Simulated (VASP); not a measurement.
All values below come from PBE GGA, VASP's PBE PAW potentials (set 64) (plane waves; VASP 6.6.1).

Gaps are without spin-orbit coupling.

### Question
Order these relaxed crystals by band gap, smallest first: GaN, F-43m (216); CdSe, P6_3mc (186); KF, Fm-3m (225); BaS, Fm-3m (225).

### Answer
CdSe, P6_3mc (186) (0.55 eV), GaN, F-43m (216) (1.54 eV), BaS, Fm-3m (225) (2.16 eV), KF, Fm-3m (225) (5.95 eV)
